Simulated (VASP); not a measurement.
A convergence study with VASP on Na (space group Im-3m): a few settings are varied, all else stays as given below, so the limit is that of these other settings.

```yaml
crystal:
  lattice:
    - [-2.14065, 2.14065, 2.14065]
    - [2.14065, -2.14065, 2.14065]
    - [2.14065, 2.14065, -2.14065]
  atoms:
    - { symbol: Na, position: [0.00000, 0.00000, 0.00000] }
```

These are PBE GGA, VASP's PBE PAW potentials (set 64) (plane waves; VASP) values and carry that method's errors. The last row used: 300 eV cut-off, 21×21×21 Γ-centred mesh shifted by (0.5, 0.5, 0.5), Fermi-Dirac smearing of 0.10 eV, potentials Na_pv.

```
setting        E (eV/atom)  pressure (GPa)  irreducible k-points
-------------  -----------  --------------  --------------------
2×2×2 mesh         -1.1936           -0.01                     2
3×3×3 mesh         -1.2872           -0.39                     4
4×4×4 mesh         -1.3008           -0.40                     6
5×5×5 mesh         -1.2698           -0.38                    10
6×6×6 mesh         -1.3273           -0.50                    14
7×7×7 mesh         -1.2971           -0.45                    20
8×8×8 mesh         -1.3147           -0.47                    26
9×9×9 mesh         -1.3085           -0.49                    35
10×10×10 mesh      -1.3108           -0.50                    44
11×11×11 mesh      -1.3094           -0.49                    56
13×13×13 mesh      -1.3084           -0.48                    84
14×14×14 mesh      -1.3087           -0.49                   100
16×16×16 mesh      -1.3083           -0.49                   140
17×17×17 mesh      -1.3092           -0.49                   165
19×19×19 mesh      -1.3091           -0.49                   220
21×21×21 mesh      -1.3089           -0.49                   286
```

Left out are rungs that failed or repeat a setting and relaxations that didn't move; long series are thinned to 24 rows.

The structure is a typed Na crystal (space group no. 229). The cell was not relaxed at this level.
